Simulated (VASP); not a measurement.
An input for Ansatz (written as the equivalent of a VASP run, and not itself run):

Ansatz 0.2 input:
```yaml
crystal:
  lattice:
    - [2.0359260, -3.5110500, 0.0000000]
    - [2.0359260, 3.5110500, 0.0000000]
    - [0.0000000, 0.0000000, 6.6725830]
  atoms:
    - { symbol: Cd, position: [0.6666670, 0.3333330, 0.5000000] }
    - { symbol: Cd, position: [0.3333330, 0.6666670, 0.0000000] }
    - { symbol: S, position: [0.6666670, 0.3333330, 0.8770000] }
    - { symbol: S, position: [0.3551740, 0.6885080, 0.3770000] }
kpoints:
  mp_grid: { grid: [6, 6, 3] }
hamiltonian:
  xc: pbe
  pseudopotentials: { kind: paw }
scf:
  occupations: { method: gaussian, width: 0.05 }
  max_iter: 100
output: { forces: true, stress: true, eigenvalues: true }
```

Task: Write the VASP files for the same calculation (PBE).

Result: This is not unique; one that fits is 
### POSCAR
```
CdS
4.0586290
  0.5016289984  -0.8650827656   0.0000000000
  0.5016289984   0.8650827656   0.0000000000
  0.0000000000   0.0000000000   1.6440485198
Cd S
2 2
Cartesian
  0.5016289984  -0.2883614986   0.8220242599
  0.5016289984   0.2883614986   0.0000000000
  0.5016289984  -0.2883614986   1.4418305519
  0.5235411563   0.2883614986   0.6198062920
```

**KPOINTS**
```
Automatic mesh
0
Gamma
6 6 3
0 0 0
```

INCAR:
```
# general
SYSTEM  = CdS
PREC    = Accurate
ENCUT   = 400
LREAL   = .FALSE.
LASPH   = .TRUE.

# electronic loop
EDIFF   = 1E-6
NELM    = 100
ALGO    = Normal
LMAXMIX = 4

# smearing
ISMEAR  = 0
SIGMA   = 0.05

# functional
GGA     = PE

# ions
ISIF    = 2

# output
LWAVE   = .FALSE.
LCHARG  = .FALSE.
```

POTCAR, in this order: Cd S (PBE.64 set). Program: vasp_std.

Limits of the translation: each code has its own PAW files, so the cut-off isn't converted (ENCUT is set for VASP's; basis.ecutwfc is left out, and Ansatz then takes the one that its files recommend); Ansatz stops its SCF on the density residual and VASP on the energy change (EDIFF).

The compound is CdS in the wurtzite structure. The cell was not relaxed at this level, atoms are displaced from their ideal sites.
